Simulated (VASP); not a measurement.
VASP ran on this input.

File POSCAR:
```
Ni3Sn
4.1322290
  0.0000000000   0.7071067031   0.7071067031
  0.7071067031   0.0000000000   0.7071067031
  0.7071067031   0.7071067031   0.0000000000
Ni Sn
3 1
Cart
  0.7071067031   0.7071067031   0.7071067031
  0.3535533515   0.3535533515   0.3535533515
  1.0606600546   1.0606600546   1.0606600546
  0.0000000000   0.0000000000   0.0000000000
```

**KPOINTS**
```
Regular mesh
0
Gamma
10 10 10
```

**INCAR**
```
! general
SYSTEM  = Ni3Sn
PREC    = Accurate
ENCUT   = 400   ! plane-wave cut-off (eV)
LREAL   = .FALSE.   ! projection in real space or not
LASPH   = .TRUE.

! electronic loop
EDIFF   = 1E-7   ! SCF stop (eV)
NELM    = 100   ! most electronic steps
ALGO    = Normal   ! blocked Davidson
LMAXMIX = 4

! smearing
ISMEAR  = -5   ! tetrahedra, Bloechl

! functional
GGA     = PS

! ions
ISIF    = 2

! output
LWAVE   = .FALSE.
LCHARG  = .TRUE.
LORBIT  = 11   ! lm-projected
NEDOS   = 601   ! DOS grid

! other
LEFG    = .TRUE.
```

POTCAR, in this order: Ni Sn_d (PBE.64 set). Program: vasp_std.

**Question.** Translate this PBEsol calculation to Quantum ESPRESSO's pw.x.

**Answer.** One equivalent input (not run):
```
&CONTROL
  calculation = 'scf'
  pseudo_dir = './pseudo'
  outdir = './out'
  tprnfor = .true.
  tstress = .true.
/
&SYSTEM
  ibrav = 0
  nat = 4
  ntyp = 2
  ecutwfc = 98
  occupations = 'tetrahedra'
  input_dft = 'pbesol'
/
&ELECTRONS
  conv_thr = 7.3e-09
  electron_maxstep = 100
/
ATOMIC_SPECIES
  Ni 58.693 Ni.upf
  Sn 118.710 Sn.upf
CELL_PARAMETERS angstrom
     0.0000000    2.9219268    2.9219268
     2.9219268    0.0000000    2.9219268
     2.9219268    2.9219268    0.0000000
ATOMIC_POSITIONS crystal
  Ni   0.5000000  0.5000000  0.5000000
  Ni   0.2500000  0.2500000  0.2500000
  Ni   0.7500000  0.7500000  0.7500000
  Sn   0.0000000  0.0000000  0.0000000
K_POINTS automatic
  10 10 10 0 0 0
```
What does not carry over: the potentials are each code's own (VASP's PAW set, PseudoDojo norm-conserving files in pw.x), so ENCUT and ecutwfc are chosen apart and not converted; conv_thr bounds pw.x's estimated SCF error, while EDIFF bounds the energy change between steps; the field gradients of LEFG aren't asked of the other code.

The structure comes from a computed database's Ni3Sn entry (Fm-3m); how it stands against other phases isn't given here. It was relaxed first.
